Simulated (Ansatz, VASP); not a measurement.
# One calculation of B3Se, two programs

```
B Se
1.0
     3.78061    0.00000    0.00000
     0.00000    3.78061    0.00000
     0.00000    0.00000    3.78061
B Se
3 1
Direct
  0.00000 0.50000 0.50000
  0.50000 0.00000 0.50000
  0.50000 0.50000 0.00000
  0.00000 0.00000 0.00000
```

Alike in both runs: task single point; functional PBEsol; k mesh 6 × 6 × 6; occupations gaussian, width 0.1 eV; no spin polarisation.

|  | VASP | Ansatz |
| --- | --- | --- |
| version | VASP 6.6.1 | Ansatz 0.2.0 |
| potentials or method | VASP PAW PBE potentials, release 64 (B, Se) | scalar-relativistic, plane waves, PAW |
| plane-wave cutoff (eV) | 520 | 420 |
| valence electrons in the cell | 15 | 25 |

|  | VASP | Ansatz | Ansatz less VASP |
| --- | --- | --- | --- |
| gap on the k mesh at the Fermi level (eV) | none | none | - |
| pressure (GPa) | -18.2 | -18.2 | -0.02 |

A gap of «none» marks a metal or a gap that the smearing closes. The functional is the same, so the differences come from potentials, cutoffs and numerics. The two sets of potentials don't hold the same shells in valence.

Caveats: so large a pressure means that the cell lies far from this level's equilibrium, or that cutoff or potentials fall short (VASP); the potentials were made for another functional, which shifts forces and pressure (VASP).
